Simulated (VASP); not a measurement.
PbO (relaxed from the zinc blende structure, space group F-43m) relaxed at rising pressure, in one space group throughout; other phases were not tried. The pressures are those reached. The numbers are results of PBEsol GGA, VASP's PBE PAW potentials (set 64) (plane waves; VASP 6.6.1), not measurements.

| P (GPa) | V (Å³/atom) | k-mesh |
|---|---|---|
| 0.01 | 21.620 | 8×8×8 |
| 5.02 | 20.301 | 8×8×8 |
| 10.04 | 19.285 | 12×12×12 |
| 20.05 | 17.811 | 12×12×12 |
| 29.94 | 16.714 | 12×12×12 |

A change of mesh leaves a small step in the series.

Q: Fit an equation of state and predict the volume at 44.91 GPa.

A: Least squares on the third-order Birch-Murnaghan form, P = (3B0/2)(y⁷ − y⁵)[1 + (3/4)(B′ − 4)(y² − 1)] with y = (V0/V)^(1/3), gives V0 = 21.615 Å³/atom, B0 = 71 GPa and B′ = 3.8, and so 15.491 Å³/atom. The run gave 15.521 Å³/atom, +0.2 % from the fit.

Pressures at which the relaxation failed are left out.

The structure was generated: PbO was put into the zinc blende type (F-43m), which need not be its known phase.
